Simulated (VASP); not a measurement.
Output of a VASP run:

OUTCAR:
```
 ion  position               nearest neighbor table
   1  0.500  0.000  0.000-
   2  0.750  0.250  0.000-
   3  0.750  0.000  0.250-
   4  0.000  0.000  0.000-
   5  0.250  0.250  0.000-
   6  0.504  0.500  0.002-
   7  0.750  0.750  0.000-
   8  0.250  0.000  0.250-
   9  0.498  0.246  0.254-
  10  0.749  0.499  0.251-
  11  0.500  0.000  0.500-
  12  0.750  0.250  0.500-
  13  0.750  0.000  0.750-
  14  0.000  0.500  0.000-
  15  0.250  0.750  0.000-
  16  0.000  0.250  0.250-
  17  0.247  0.502  0.251-
  18  0.501  0.751  0.248-
  19  0.000  0.000  0.500-
  20  0.250  0.250  0.500-
  21  0.500  0.498  0.503-
  22  0.750  0.750  0.500-
  23  0.250  0.000  0.750-
  24  0.500  0.250  0.750-
  25  0.750  0.500  0.750-
  26  0.000  0.750  0.250-
  27  0.000  0.500  0.500-
  28  0.250  0.750  0.500-
  29  0.000  0.250  0.750-
  30  0.250  0.500  0.750-
  31  0.500  0.750  0.750-
  32  0.000  0.750  0.750-
  33  0.750  0.250  0.250-
  34  0.000  0.500  0.250-
  35  0.000  0.250  0.500-
  36  0.250  0.250  0.250-
  37  0.750  0.750  0.250-
  38  0.000  0.000  0.250-
  39  0.500  0.250  0.500-
  40  0.750  0.500  0.500-
  41  0.000  0.750  0.500-
  42  0.750  0.250  0.750-
  43  0.000  0.500  0.750-
  44  0.000  0.250  0.000-
  45  0.250  0.750  0.250-
  46  0.500  0.000  0.250-
  47  0.250  0.500  0.500-
  48  0.500  0.750  0.500-
  49  0.750  0.000  0.500-
  50  0.250  0.250  0.750-
  51  0.500  0.500  0.750-
  52  0.750  0.750  0.750-
  53  0.000  0.000  0.750-
  54  0.500  0.250  0.000-
  55  0.750  0.500  0.000-
  56  0.000  0.750  0.000-
  57  0.250  0.000  0.500-
  58  0.250  0.750  0.750-
  59  0.500  0.000  0.750-
  60  0.250  0.500  0.000-
  61  0.500  0.750  0.000-
  62  0.750  0.000  0.000-
  63  0.250  0.000  0.000-
  64  0.499  0.499  0.250-
 Subroutine IBZKPT returns following result:
 Found      1 irreducible k-points:

 Following reciprocal coordinates:
            Coordinates               Weight
  0.000000  0.000000  0.000000      1.000000
   k-points           NKPTS =      1   k-points in BZ     NKDIM =      1   number of bands    NBANDS=    268
   number of dos      NEDOS =    301   number of ions     NIONS =     64
   total plane-waves  NPLWV = 175616
   dimension x,y,z NGX =    56 NGY =   56 NGZ =   56
   dimension x,y,z NGXF=   112 NGYF=  112 NGZF=  112
   ions per type =              32  31   1
   PREC   = normal    normal or accurate (medium, high low for compatibility)
   ISTART =      0    job   : 0-new  1-cont  2-samecut
   ICHARG =      2    charge: 1-file 2-atom 10-const
...
```

### OSZICAR
```
...
RMM:   2    -0.216064160719E+03   -0.77791E-02   -0.81163E-02   616   0.674E-01    0.727E-02
RMM:   3    -0.216066295771E+03   -0.21351E-02   -0.22425E-02   727   0.347E-01    0.107E-01
RMM:   4    -0.216066823759E+03   -0.52799E-03   -0.56286E-03   648   0.161E-01    0.813E-02
RMM:   5    -0.216066812937E+03    0.10822E-04   -0.24438E-04   549   0.319E-02    0.567E-02
RMM:   6    -0.216066785569E+03    0.27368E-04   -0.23712E-04   517   0.283E-02    0.225E-02
RMM:   7    -0.216066786037E+03   -0.46808E-06   -0.61055E-05   565   0.163E-02
   3 F= -.21606679E+03 E0= -.21606679E+03  d E =-.219625E-01
       N       E                     dE             d eps       ncg     rms          rms(c)
DAV:   1    -0.216029029070E+03    0.37756E-01   -0.24762E+01   640   0.786E+00    0.656E-01
RMM:   2    -0.216065125205E+03   -0.36096E-01   -0.38212E-01   632   0.133E+00    0.174E-01
RMM:   3    -0.216075833647E+03   -0.10708E-01   -0.11673E-01   720   0.741E-01    0.222E-01
RMM:   4    -0.216077489595E+03   -0.16559E-02   -0.18266E-02   646   0.288E-01    0.172E-01
RMM:   5    -0.216077441286E+03    0.48309E-04   -0.13025E-03   627   0.774E-02    0.129E-01
RMM:   6    -0.216077276984E+03    0.16430E-03   -0.13333E-03   542   0.645E-02    0.402E-02
RMM:   7    -0.216077284390E+03   -0.74067E-05   -0.28775E-04   679   0.361E-02    0.428E-02
RMM:   8    -0.216077243555E+03    0.40836E-04   -0.85279E-05   463   0.165E-02    0.123E-02
RMM:   9    -0.216077245688E+03   -0.21334E-05   -0.10950E-04   552   0.169E-02    0.120E-02
RMM:  10    -0.216077241489E+03    0.41990E-05   -0.15280E-05   328   0.806E-03
   4 F= -.21607724E+03 E0= -.21607724E+03  d E =-.324179E-01
       N       E                     dE             d eps       ncg     rms          rms(c)
DAV:   1    -0.216077320819E+03   -0.75130E-04   -0.62656E-01   600   0.144E+00    0.230E-01
RMM:   2    -0.216078677380E+03   -0.13566E-02   -0.14781E-02   681   0.303E-01    0.462E-02
RMM:   3    -0.216078929971E+03   -0.25259E-03   -0.27534E-03   650   0.138E-01    0.757E-02
RMM:   4    -0.216078963971E+03   -0.34000E-04   -0.57589E-04   722   0.595E-02    0.589E-02
RMM:   5    -0.216078945364E+03    0.18607E-04   -0.22662E-05   340   0.111E-02    0.485E-02
RMM:   6    -0.216078937409E+03    0.79554E-05   -0.30535E-04   575   0.192E-02    0.173E-02
RMM:   7    -0.216078930967E+03    0.64421E-05   -0.10883E-05   326   0.872E-03
   5 F= -.21607893E+03 E0= -.21607893E+03  d E =-.168948E-02
       N       E                     dE             d eps       ncg     rms          rms(c)
DAV:   1    -0.216072016366E+03    0.69210E-02   -0.33203E+00   584   0.333E+00    0.532E-01
RMM:   2    -0.216079304755E+03   -0.72884E-02   -0.78932E-02   680   0.704E-01    0.115E-01
RMM:   3    -0.216080615523E+03   -0.13108E-02   -0.14542E-02   652   0.322E-01    0.176E-01
RMM:   4    -0.216080791450E+03   -0.17593E-03   -0.31291E-03   735   0.139E-01    0.136E-01
RMM:   5    -0.216080685639E+03    0.10581E-03   -0.12453E-04   598   0.263E-02    0.109E-01
RMM:   6    -0.216080645342E+03    0.40297E-04   -0.15910E-03   690   0.446E-02    0.399E-02
RMM:   7    -0.216080614175E+03    0.31167E-04   -0.51082E-05   442   0.185E-02    0.335E-02
RMM:   8    -0.216080587686E+03    0.26489E-04   -0.11152E-04   494   0.160E-02    0.120E-02
RMM:   9    -0.216080598665E+03   -0.10979E-04   -0.14267E-04   562   0.148E-02    0.172E-02
RMM:  10    -0.216080593773E+03    0.48916E-05   -0.52979E-06   311   0.602E-03
   6 F= -.21608059E+03 E0= -.21608059E+03  d E =-.335228E-02
```

File OUTCAR:
```
------------------------ aborting loop because EDIFF is reached ----------------------------------------
  FORCE on cell =-STRESS in cart. coord.  units (eV):
  Direction    XX          YY          ZZ          XY          YZ          ZX
  --------------------------------------------------------------------------------------
  Total        1.0305805      1.0258631      1.0204211     -0.0034660      0.0050500      0.0056065
  in kB        1.1236771      1.1185336      1.1126000     -0.0037791      0.0055062      0.0061130
  external PRESSURE =       1.1182702 kB  Pullay stress =       0.0000000 kB
  volume of cell :     1469.44
      direct lattice vectors                 reciprocal lattice vectors
    11.368861852  0.000000000  0.000000000     0.087959552  0.000000000  0.000000000
     0.000000000 11.368861852  0.000000000     0.000000000  0.087959552  0.000000000
     0.000000000  0.000000000 11.368861852     0.000000000  0.000000000  0.087959552
  FREE ENERGIE OF THE ION-ELECTRON SYSTEM (eV)
  ---------------------------------------------------
  free  energy   TOTEN  =      -216.0805937730 eV

  energy  without entropy=     -216.0805937730  energy(sigma->0) =     -216.08059377

 reached required accuracy - stopping structural energy minimisation
```
(Selected blocks of OUTCAR.)

**POSCAR**
```
Na32BrCl31
1
   11.3688618516     0.0000000000     0.0000000000
    0.0000000000    11.3688618516    -0.0000000000
   -0.0000000000    -0.0000000000    11.3688618516
Na Cl Br
32 31 1
Direct
  0.5000000000   0.0000000000   0.0000000000
  0.7500000000   0.2500000000   0.0000000000
  0.7500000000   0.0000000000   0.2500000000
  0.0000000000   0.0000000000   0.0000000000
  0.2500000000   0.2500000000   0.0000000000
  0.5043240000   0.5002740000   0.0016000000
  0.7500000000   0.7500000000   0.0000000000
  0.2500000000   0.0000000000   0.2500000000
  0.4978470000   0.2461820000   0.2537870000
  0.7490340000   0.4989250000   0.2513440000
  0.5000000000   0.0000000000   0.5000000000
  0.7500000000   0.2500000000   0.5000000000
  0.7500000000   0.0000000000   0.7500000000
  0.0000000000   0.5000000000   0.0000000000
  0.2500000000   0.7500000000   0.0000000000
  0.0000000000   0.2500000000   0.2500000000
  0.2472450000   0.5019880000   0.2510420000
  0.5007470000   0.7509230000   0.2482870000
  0.0000000000   0.0000000000   0.5000000000
  0.2500000000   0.2500000000   0.5000000000
  0.4995290000   0.4975570000   0.5034190000
  0.7500000000   0.7500000000   0.5000000000
  0.2500000000   0.0000000000   0.7500000000
  0.5000000000   0.2500000000   0.7500000000
  0.7500000000   0.5000000000   0.7500000000
  0.0000000000   0.7500000000   0.2500000000
  0.0000000000   0.5000000000   0.5000000000
  0.2500000000   0.7500000000   0.5000000000
  0.0000000000   0.2500000000   0.7500000000
  0.2500000000   0.5000000000   0.7500000000
  0.5000000000   0.7500000000   0.7500000000
  0.0000000000   0.7500000000   0.7500000000
  0.7500000000   0.2500000000   0.2500000000
  0.0000000000   0.5000000000   0.2500000000
  0.0000000000   0.2500000000   0.5000000000
  0.2500000000   0.2500000000   0.2500000000
  0.7500000000   0.7500000000   0.2500000000
  0.0000000000   0.0000000000   0.2500000000
  0.5000000000   0.2500000000   0.5000000000
  0.7500000000   0.5000000000   0.5000000000
  0.0000000000   0.7500000000   0.5000000000
  0.7500000000   0.2500000000   0.7500000000
  0.0000000000   0.5000000000   0.7500000000
  0.0000000000   0.2500000000   0.0000000000
  0.2500000000   0.7500000000   0.2500000000
  0.5000000000   0.0000000000   0.2500000000
  0.2500000000   0.5000000000   0.5000000000
  0.5000000000   0.7500000000   0.5000000000
  0.7500000000   0.0000000000   0.5000000000
  0.2500000000   0.2500000000   0.7500000000
  0.5000000000   0.5000000000   0.7500000000
  0.7500000000   0.7500000000   0.7500000000
  0.0000000000   0.0000000000   0.7500000000
  0.5000000000   0.2500000000   0.0000000000
  0.7500000000   0.5000000000   0.0000000000
  0.0000000000   0.7500000000   0.0000000000
  0.2500000000   0.0000000000   0.5000000000
  0.2500000000   0.7500000000   0.7500000000
  0.5000000000   0.0000000000   0.7500000000
  0.2500000000   0.5000000000   0.0000000000
  0.5000000000   0.7500000000   0.0000000000
  0.7500000000   0.0000000000   0.0000000000
  0.2500000000   0.0000000000   0.0000000000
  0.4990040000   0.4985410000   0.2501170000
```

**Question.** Reconstruct the remaining input files.

**Answer.** This is not unique; one that fits is the input of the run itself, PBE GGA, plane waves, VASP's PBE PAW potentials (set 64).

File KPOINTS:
```
K-points
0
G
1 1 1
```

### INCAR
```
! general
SYSTEM =Na32BrCl31
PREC   =Normal
ENCUT  =400   ! plane-wave cut-off (eV)
LREAL  =Auto   ! projection in real space or not
LASPH  =.True.   ! aspherical one-centre terms
ISYM   =0

! electronic loop
EDIFF  =1E-5
NELM   =100
NELMIN =4
ALGO   =Fast   ! Davidson, then RMM-DIIS
LMAXMIX=4   ! l cut-off of mixed one-centre charges

! smearing
ISMEAR =0   ! Gaussian
SIGMA  =0.05   ! width (eV)

! functional
GGA    =PE

! ions
IBRION =2   ! conjugate gradients
NSW    =60
ISIF   =2   ! forces and stress, cell fixed
EDIFFG =-0.03   ! ionic stop

! output
LWAVE  =.False.
LCHARG =.False.
```

POTCAR, in this order: Na_pv Cl Br (PBE.64 set). Program: vasp_gam.

The supercell is sampled at Γ alone, which is coarse: total energies, pressure and levels can be off, energies of defects by several tenths of an eV.

The cell is a supercell with a defect, built from NaCl (rock salt): Br_Cl. The run is not spin-polarised, so no state with unpaired spins was tried.
